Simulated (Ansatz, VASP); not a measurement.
## One calculation of RbSi2, two programs

```
Rb Si
1.0
    -2.44372    2.44372    4.53389
     2.44372   -2.44372    4.53389
     2.44372    2.44372   -4.53389
Rb Si
1 2
Direct
  0.00000 0.00000 0.00000
  0.37908 0.37908 0.00000
  0.62092 0.62092 0.00000
```

Alike in both runs: functional PBE; dispersion D3(BJ); k mesh 6 × 6 × 6; occupations gaussian, width 0.1 eV; no spin polarisation.

Ansatz relaxed the structure, and its values are those at the end. VASP's run is a single point on that final structure, the one shown.

|  | VASP | Ansatz |
| --- | --- | --- |
| version | VASP 6.6.1 | Ansatz 0.2.0 |
| potentials or method | VASP PAW PBE potentials, release 64 (Rb_sv, Si) | scalar-relativistic, plane waves, PAW |
| plane-wave cutoff (eV) | 520 | 420 |
| valence electrons in the cell | 17 | 17 |

|  | VASP | Ansatz | Ansatz less VASP |
| --- | --- | --- | --- |
| gap on the k mesh at the Fermi level (eV) | none | none | - |
| pressure (GPa) | 0.1 | 0.1 | -0.01 |
| rms of the force components (eV/Å) | 0.007 | 0.007 | +0.0004 |

A gap of «none» marks a metal or a gap that the smearing closes.

Caveats: pairwise dispersion overbinds metals, which lowers pressure and volume.
